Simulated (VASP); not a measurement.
# LuBRh3 in VASP: further runs

Runs on LuBRh3. Level: PBE. Tasks: single point.

All numbers are computed with VASP 6.6.1; they aren't measurements. Logs are shortened: lines on timing, memory, paths and dates and some standing lists are left out, and cuts for length are marked.

## 1. The structure

The cell holds a amorphous, 5 atoms: a = 4.014 Å, b = 4.270 Å, c = 4.789 Å, α = 89.72°, β = 88.12°, γ = 77.31°.

The cell was built by a generator and needn't be a form met in nature.

## 2. Single point, PBE

INCAR

```
PREC     = Accurate       # precision mode
ENCUT    = 520            # plane-wave cutoff, eV
EDIFF    = 1E-7           # SCF threshold, eV
ISMEAR   = -1             # smearing method
SIGMA    = 0.1            # smearing width, eV
LREAL    = F              # projectors in reciprocal space
LASPH    = T              # aspherical terms in the spheres
NELM     = 100            # most SCF steps
ALGO     = Fast           # electronic algorithm
ISIF     = 2              # what is computed and relaxed
LWAVE    = F              # write WAVECAR
LCHARG   = F              # write CHGCAR
GGA      = PE             # functional
NBANDS   = 44             # bands
```

KPOINTS

```
Automatic mesh
0
Gamma
  4 4 3
```

POSCAR

```
LuBRh3
1.0
    4.0106660000      0.0503040000     -0.1537640000
    0.8650450000      4.1422460000     -0.5727460000
    0.3312440000      0.6103090000      4.7385840000
Rh Lu B
3 1 1
Direct
    0.5613203436      0.4353455833      0.1273172118
    0.9401582696      0.8195688689     -0.0024325226
    0.9465429624      0.6823431406      0.5050047728
    0.3556613979      0.1229504888      0.6913278988
    0.4543350051      0.9299988565      0.2052027553
```

Potentials or basis: VASP PAW PBE potentials, release 64 (Rh_pv, Lu, B).

Launch:

```console
$ cat potpaw_PBE.64/Rh_pv/POTCAR potpaw_PBE.64/Lu/POTCAR potpaw_PBE.64/B/POTCAR > POTCAR
$ mpirun -np 1 vasp_std > vasp.out
```

OUTCAR:

```text
PREC = Accurate
   ENCUT = 520
   EDIFF = 1E-7
   ISMEAR = -1
   LREAL = F
   LASPH = T
   NELM = 100
   ISIF = 2
   GGA = PE

 ion  position               nearest neighbor table
   1  0.561  0.435  0.127-   5 2.09   5 2.32   2 2.53   4 2.73   2 2.75   3 2.77   2 2.79   3 3.01
                             4 3.17   4 3.56
   2  0.940  0.820  0.998-   5 2.12   3 2.43   5 2.46   3 2.50   1 2.53   4 2.72   1 2.75   1 2.79
                             4 2.86   4 3.39
   3  0.947  0.682  0.505-   2 2.43   2 2.50   5 2.52   4 2.75   1 2.77   4 2.81   4 2.92   1 3.01

   4  0.356  0.123  0.691-   5 2.46   5 2.61   2 2.72   1 2.73   3 2.75   3 2.81   2 2.86   3 2.92
                             1 3.17   2 3.39   1 3.56
   5  0.454  0.930  0.205-   1 2.09   2 2.12   1 2.32   2 2.46   4 2.46   3 2.52   4 2.61

  LATTYP: Found a triclinic cell.
 ALAT       =     4.0139277053
 B/A-ratio  =     1.0638438630
 C/A-ratio  =     1.1931440295
 COS(alpha) =     0.0049184409
 COS(beta)  =     0.0328029300
 COS(gamma) =     0.2197078384

  Lattice vectors:

 A1 = (   4.0106660000,   0.0503040000,  -0.1537640000)
 A2 = (   0.8650450000,   4.1422460000,  -0.5727460000)
 A3 = (   0.3312440000,   0.6103090000,   4.7385840000)

Analysis of symmetry for initial positions (statically):
=====================================================================
 Subroutine PRICEL returns:
 Original cell was already a primitive cell.

 Routine SETGRP: Setting up the symmetry group for a
 triclinic supercell.

 Subroutine GETGRP returns: Found  1 space group operations
 (whereof  1 operations were pure point group operations)
 out of a pool of  2 trial point group operations.

The static configuration has the point symmetry C_1 .

Analysis of symmetry for dynamics (positions and initial velocities):
=====================================================================
 Subroutine PRICEL returns:
 Original cell was already a primitive cell.

 Routine SETGRP: Setting up the symmetry group for a
 triclinic supercell.

 Subroutine GETGRP returns: Found  1 space group operations
 (whereof  1 operations were pure point group operations)
 out of a pool of  2 trial point group operations.

The dynamic configuration has the point symmetry C_1 .

 Subroutine INISYM returns: Found  1 space group operations
 (whereof  1 operations are pure point group operations),
 and found     1 'primitive' translations

----------------------------------------------------------------------------------------

                                     Primitive cell

  volume of cell :      80.0389

  direct lattice vectors                    reciprocal lattice vectors
     4.010666000  0.050304000 -0.153764000     0.249602880 -0.053584053 -0.010546743
     0.865045000  4.142246000 -0.572746000    -0.004150649  0.238081958 -0.030373775
     0.331244000  0.610309000  4.738584000     0.007597770  0.027037864  0.207020036

  length of vectors
     4.013927705  4.270192356  4.789193877     0.255507499  0.240047523  0.208916413

  position of ions in fractional coordinates (direct lattice)
     0.561320344  0.435345583  0.127317212
     0.940158270  0.819568869  0.997567477
     0.946542962  0.682343141  0.505004773
     0.355661398  0.122950489  0.691327899
     0.454335005  0.929998856  0.205202755

  ion indices of the primitive-cell ions
   primitive index   ion index
                 1           1
                 2           2
                 3           3
                 4           4
                 5           5

----------------------------------------------------------------------------------------

 KPOINTS: Automatic mesh

Automatic generation of k-mesh.
 Grid dimensions read from file:
 generate k-points for:    4    4    3

 Generating k-lattice:

  Cartesian coordinates                     Fractional coordinates (reciprocal lattice)
     0.062400720 -0.013396013 -0.002636686     0.250000000 -0.000000000  0.000000000
    -0.001037662  0.059520490 -0.007593444     0.000000000  0.250000000  0.000000000
     0.002532590  0.009012621  0.069006679     0.000000000  0.000000000  0.333333333

  Length of vectors
     0.063876875  0.060011881  0.069638804

  Shift w.r.t. Gamma in fractional coordinates (k-lattice)
     0.000000000  0.000000000  0.000000000

 Subroutine IBZKPT returns following result:
 ===========================================

 Found     26 irreducible k-points:

 Following reciprocal coordinates:
            Coordinates               Weight
  0.000000  0.000000  0.000000      1.000000
  0.250000 -0.000000  0.000000      2.000000
  0.500000 -0.000000  0.000000      1.000000
 -0.000000  0.250000  0.000000      2.000000
  0.250000  0.250000 -0.000000      2.000000
  0.500000  0.250000 -0.000000      2.000000
[... 16 lines left out ...]
  0.000000 -0.250000  0.333333      2.000000
  0.250000 -0.250000  0.333333      2.000000
 [... further k-points ...]
   k-points           NKPTS =     26   k-points in BZ     NKDIM =     26   number of bands    NBANDS=     44
   number of dos      NEDOS =    301   number of ions     NIONS =      5
   total plane-waves  NPLWV =  34560
   dimension x,y,z NGX =    30 NGY =   32 NGZ =   36
   dimension x,y,z NGXF=    60 NGYF=   64 NGZF=   72
   ions per type =               3   1   1
   NGX,Y,Z   is equivalent  to a cutoff of  12.43, 12.46, 12.50 a.u.
   NGXF,Y,Z  is equivalent  to a cutoff of  24.85, 24.92, 24.99 a.u.
 SYSTEM =  unknown system
   PREC   = accura    normal or accurate (medium, high low for compatibility)
   ISTART =      0    job   : 0-new  1-cont  2-samecut
   ICHARG =      2    charge: 1-file 2-atom 10-const
   ISPIN  =      1    spin polarized calculation?
   LNONCOLLINEAR =      F non collinear calculations
   LSORBIT =      F    spin-orbit coupling
   LASPH  =      T    aspherical Exc in radial PAW
   ENCUT  =  520.0 eV  38.22 Ry    6.18 a.u.   7.46  7.94  8.90*2*pi/ulx,y,z
   NELM   =    100;   NELMIN=  2; NELMDL= -5     # of ELM steps
   EDIFF  = 0.1E-06   stopping-criterion for ELM
   LREAL  =      F    real-space projection
   EDIFFG = 0.1E-05   stopping-criterion for IOM
   NSW    =      0    number of steps for IOM
   IBRION =     -1    ionic relax: 0-MD 1-quasi-New 2-CG
   NFREE  =      0    steps in history (QN), initial steepest desc. (CG)
   ISIF   =      2    stress and relaxation
   ISYM   =      2    0-nonsym 1-usesym 2-fastsym
   POTIM  = 0.5000    time-step for ionic-motion
   TEBEG  =    0.0;   TEEND  =   0.0 temperature during run
   PSTRESS=    0.0 pullay stress
   NELECT =      73.0000    total number of electrons
   NUPDOWN=      -1.0000    fix difference up-down
   EMIN   =  10.00;   EMAX   =-10.00  energy-range for DOS
   EFERMI =   0.00;   METHOD = LEGACY
   ISMEAR =    -1;   SIGMA  =   0.10  broadening in eV -4-tet -1-fermi 0-gaus
   EFERMI_NEDOS =   21; number of points for ismear=-14 and -15
   IALGO  =     68    algorithm
   IMIX   =      4    mixing-type and parameters
     AMIX     =   0.40;   BMIX     =  1.00
     AMIX_MAG =   1.60;   BMIX_MAG =  1.00
  volume/ion in A,a.u.               =      16.01       108.03
  Fermi-wavevector in a.u.,A,eV,Ry     =   1.587628  3.000182 34.294345  2.520563
  Thomas-Fermi vector in A             =   2.686756
   LORBIT       =      0    0 simple, 1 ext, 2 COOP (PROOUT), +10 PAW based schemes
   GGA     = PE    functional components
   LHFCALC =     F    Hartree Fock is set to
   AEXX    =    0.0000 exact exchange contribution
   IVDW    =     0    specifies the selected vdW correction
   LEPSILON=     F    determine dielectric tensor
   LRPA    =     F    only Hartree local field effects (RPA)
 non-spin polarized calculation
 RMM-DIIS sequential band-by-band and
  energy-cutoff  :      520.00
  volume of cell :       80.04
 maximum number of plane-waves:      2176
 NGX is ok and might be reduce to    30
   NGX = 15   NGY = 15   NGZ = 17

 number of electron      72.9999998 magnetization

 Free energy of the ion-electron system (eV)
  ---------------------------------------------------
  ext. energy  EPLUGINS =         0.00000000
  ---------------------------------------------------
  free energy    TOTEN  =       -33.01217708 eV

  energy without entropy =      -32.85082298  energy(sigma->0) =      -32.93150003

 E-fermi :   6.9158     XC(G=0): -12.3198

 val. band max:        6.9050888827   @ k =   0.2500   0.2500  -0.0000
 cond. band min:       6.9361194947   @ k =   0.5000   0.0000   0.3333
 fundamental gap:      0.0310306121
 Fermi energy:         6.9157505076

 k-point     1 :       0.0000    0.0000    0.0000
  band No.  band energies     occupation
      1     -48.5421      2.00000
      2     -39.8759      2.00000
      3     -39.5628      2.00000
      4     -39.4667      2.00000
      5     -39.2265      2.00000
      6     -39.0264      2.00000
[... 36 lines left out ...]
     43      11.5642      0.00000
     44      11.7852      0.00000

 k-point     2 :       0.2500   -0.0000    0.0000
  band No.  band energies     occupation
      1     -48.5418      2.00000
      2     -39.8772      2.00000
      3     -39.5775      2.00000
      4     -39.4448      2.00000
      5     -39.2332      2.00000
      6     -39.0326      2.00000
[... 36 lines left out ...]
     43      11.3476      0.00000
     44      11.9544      0.00000

 k-point     3 :       0.5000   -0.0000    0.0000
  band No.  band energies     occupation
      1     -48.5416      2.00000
      2     -39.8784      2.00000
      3     -39.5891      2.00000
      4     -39.4244      2.00000
      5     -39.2419      2.00000
      6     -39.0369      2.00000
[... 976 lines left out ...]
     43      11.8161      0.00000
     44      12.3806      0.00000

 k-point    24 :       0.2500   -0.2500    0.3333
  band No.  band energies     occupation
      1     -48.5419      2.00000
      2     -39.7286      2.00000
      3     -39.5828      2.00000
      4     -39.4136      2.00000
      5     -39.2789      2.00000
      6     -39.1101      2.00000
[... 36 lines left out ...]
     43      11.8881      0.00000
     44      12.6116      0.00000

 [... further k-points ...]

------------------------ aborting loop because EDIFF is reached ----------------------------------------

  FORCE on cell =-STRESS in cart. coord.  units (eV):
  Direction    XX          YY          ZZ          XY          YZ          ZX
  --------------------------------------------------------------------------------------
  -------------------------------------------------------------------------------------
  Total       -1.6267826      0.1129249      6.0076639      0.0905934      1.3211083      0.5265000
  in kB      -32.5641053      2.2604733    120.2583536      1.8134531     26.4452721     10.5392089
  external PRESSURE =      29.9849072 kB  Pullay stress =       0.0000000 kB

 VOLUME and BASIS-vectors are now :
 -----------------------------------------------------------------------------
  energy-cutoff  :      520.00
  volume of cell :       80.04
      direct lattice vectors                 reciprocal lattice vectors
     4.010666000  0.050304000 -0.153764000     0.249602880 -0.053584053 -0.010546743
     0.865045000  4.142246000 -0.572746000    -0.004150649  0.238081958 -0.030373775
     0.331244000  0.610309000  4.738584000     0.007597770  0.027037864  0.207020036

 POSITION                                       TOTAL-FORCE (eV/Angst)
 -----------------------------------------------------------------------------------
      2.67003      1.90925      0.26765        -1.435950     -1.494539      1.184258
      4.81006      4.05097      4.11309         1.607427      1.465221      0.494529
      4.55380      3.18226      1.85665        -0.155082     -0.529440     -0.682793
      1.76180      0.94911      3.15081        -0.249353      0.942145     -0.318474
      2.69465      4.00038      0.36986         0.232958     -0.383387     -0.677520
 -----------------------------------------------------------------------------------
    total drift:                                0.000298     -0.000393      0.000452

  FREE ENERGIE OF THE ION-ELECTRON SYSTEM (eV)
  ---------------------------------------------------
  free  energy   TOTEN  =       -33.0121770800 eV

  energy  without entropy=      -32.8508229779  energy(sigma->0) =      -32.93150003
```

It took 4.6 min on 1 thread of Intel Xeon Platinum 8488C (Sapphire Rapids), shared host; peak memory 0.24 GiB.

Results:

- Free energy: -33.0122 eV
- Pressure: 3.0 GPa
- Largest force: 2.387 eV/Å
- Band gap on the k mesh: none (metal or under the smearing width)

Forces in eV/Å, atoms in the order of the input:
```
Rh  -1.436 -1.495  1.184
Rh   1.607  1.465  0.495
Rh  -0.155 -0.529 -0.683
Lu  -0.249  0.942 -0.318
B    0.233 -0.383 -0.678
```

Caveat: the k mesh is coarse (spacing up to 0.44 Å⁻¹), so the values aren't converged. Spin-orbit coupling is left out, which matters for the levels of Lu.

## 3. Single point, PBE

INCAR

```
SYSTEM = LuBRh3
ALGO = Fast ; EDIFF = 1E-6
ENCUT = 520 ; GGA = PE
ISIF = 2 ; ISMEAR = -1
LASPH = .True. ; LCHARG = .False.
LREAL = .False. ; LWAVE = .False.
NBANDS = 44 ; NELM = 100
PREC = Accurate ; SIGMA = 0.1
```

KPOINTS

```
k-points
0
Gamma
  4 4 3
  0 0 0
```

POSCAR

```
LuBRh3
1.0
    4.0106660000      0.0503040000     -0.1537640000
    0.8650450000      4.1422460000     -0.5727460000
    0.3312440000      0.6103090000      4.7385840000
Rh Lu B
3 1 1
Direct
    0.5562464096      0.4284610702      0.1345030577
    0.9497903054      0.8204714907     -0.0091969835
    0.9431679510      0.6763201226      0.5026446554
    0.3533909441      0.1314457189      0.6943687850
    0.4798250734      0.9067784682      0.1744385165
```

Potentials or basis: VASP PAW PBE potentials, release 64 (Rh_pv, Lu, B).

Launch:

```console
$ cat potpaw_PBE.64/Rh_pv/POTCAR potpaw_PBE.64/Lu/POTCAR potpaw_PBE.64/B/POTCAR > POTCAR
$ mpirun -np 1 vasp_std > vasp.out
```

Run time: 3.4 min. Hardware: 1 thread of Intel Xeon Platinum 8488C (Sapphire Rapids), shared host; peak memory 0.25 GiB.

Results (log left out):

- Free energy: -33.1779 eV
- Pressure: 4.4 GPa
- Largest force: 2.170 eV/Å
- Band gap on the k mesh: none (metal or under the smearing width)

Forces in eV/Å, atoms in the order of the input:
```
Rh  -0.905 -1.680  1.033
Rh   1.657  0.854  0.684
Rh  -0.263 -0.363 -0.810
Lu  -0.190  0.472 -1.519
B   -0.300  0.717  0.612
```

Stress tensor (GPa, compression positive):
```
-0.90 -0.17  0.45
-0.17  2.55  0.09
 0.45  0.09 11.58
```

Levels at points of the mesh, in eV from the Fermi level:
| k point | band 34 | band 35 | band 36 | band 37 | band 38 | band 39 |
| --- | --- | --- | --- | --- | --- | --- |
| (0.00, 0.00, 0.00) | -1.01 | -0.73 | -0.19 | -0.01 | 1.00 | 1.69 |
| (0.50, 0.00, 0.00) | -1.15 | -0.63 | -0.55 | -0.13 | 0.68 | 0.93 |
| (0.00, 0.50, 0.00) | -1.11 | -0.80 | -0.22 | -0.07 | 0.67 | 2.54 |
| (0.50, 0.50, 0.00) | -0.97 | -0.59 | -0.48 | -0.33 | 0.18 | 0.86 |

Caveat: the k mesh is coarse (spacing up to 0.44 Å⁻¹), so the values aren't converged. The run has no spin-orbit coupling, so splittings on Lu are missing.

(Part 1 of 2 ends here.)
